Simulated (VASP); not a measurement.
OSZICAR of a VASP run on Rh (fcc):

OSZICAR:
```
       N       E                     dE             d eps       ncg     rms          rms(c)
DAV:   1     0.111521054324E+03    0.11152E+03   -0.92293E+03  3209   0.142E+03
DAV:   2    -0.730613748015E+01   -0.11883E+03   -0.11410E+03  3268   0.382E+02
DAV:   3    -0.875704767680E+01   -0.14509E+01   -0.14371E+01  3646   0.481E+01
DAV:   4    -0.876562798976E+01   -0.85803E-02   -0.85789E-02  3511   0.381E+00
DAV:   5    -0.876576272670E+01   -0.13474E-03   -0.13473E-03  3625   0.445E-01    0.115E+01
DAV:   6    -0.816485553007E+01    0.60091E+00   -0.14041E+00  3310   0.176E+01    0.366E+00
DAV:   7    -0.814163307906E+01    0.23222E-01   -0.31757E-02  3703   0.227E+00    0.168E+00
DAV:   8    -0.813680642889E+01    0.48267E-02   -0.56461E-03  3292   0.123E+00    0.231E-01
DAV:   9    -0.813656129349E+01    0.24514E-03   -0.31800E-04  3658   0.298E-01    0.337E-02
DAV:  10    -0.813656735185E+01   -0.60584E-05   -0.37839E-06  3580   0.251E-02    0.420E-03
DAV:  11    -0.813656741016E+01   -0.58304E-07   -0.39046E-07  1955   0.929E-03
   1 F= -.77153546E+01 E0= -.77152717E+01  d E =-.771535E+01
       N       E                     dE             d eps       ncg     rms          rms(c)
DAV:   1    -0.914227019183E+01   -0.10057E+01   -0.15921E+01  3358   0.659E+01    0.924E+00
DAV:   2    -0.810733198431E+01    0.10349E+01   -0.23400E+00  3292   0.238E+01    0.139E+00
DAV:   3    -0.808566444848E+01    0.21668E-01   -0.62294E-02  3562   0.358E+00    0.940E-01
DAV:   4    -0.808727520608E+01   -0.16108E-02   -0.52653E-03  3385   0.104E+00    0.205E-01
DAV:   5    -0.808770307906E+01   -0.42787E-03   -0.39519E-04  3664   0.258E-01    0.328E-02
DAV:   6    -0.808766060908E+01    0.42470E-04   -0.14327E-05  3379   0.555E-02    0.661E-03
DAV:   7    -0.808765988667E+01    0.72241E-06   -0.13387E-06  2337   0.183E-02
   2 F= -.76911464E+01 E0= -.76910248E+01  d E =0.242082E-01
       N       E                     dE             d eps       ncg     rms          rms(c)
DAV:   1    -0.872288922603E+01   -0.63523E+00   -0.90962E+00  3364   0.515E+01    0.529E+00
DAV:   2    -0.813768752371E+01    0.58520E+00   -0.13979E+00  3301   0.180E+01    0.135E+00
DAV:   3    -0.813205774679E+01    0.56298E-02   -0.22361E-02  3580   0.206E+00    0.684E-01
DAV:   4    -0.813316969014E+01   -0.11119E-02   -0.32728E-03  3409   0.798E-01    0.116E-01
DAV:   5    -0.813332664421E+01   -0.15695E-03   -0.14211E-04  3672   0.152E-01    0.284E-02
DAV:   6    -0.813331252275E+01    0.14121E-04   -0.73167E-06  3337   0.424E-02    0.407E-03
DAV:   7    -0.813331245457E+01    0.68179E-07   -0.12515E-07  1970   0.535E-03
   3 F= -.77186483E+01 E0= -.77185538E+01  d E =-.329362E-02
```

Which electronic solver shows in the log?

It is blocked Davidson (ALGO = Normal, or the opening steps of other solvers). The INCAR had ALGO = Normal.

Can the final energy be trusted as converged?

The calculation finished and met its thresholds. It stopped with EDIFF = 1E-6, NELM = 100, NSW = 40 and EDIFFG = -0.02 after 3 ionic steps (PBEsol GGA, plane waves, VASP's PBE PAW potentials (set 64)).

The compound is Rh in the fcc structure. This run relaxes it under an external pressure of 5 GPa. Symmetry was kept, so distortions that lower it aren't found.
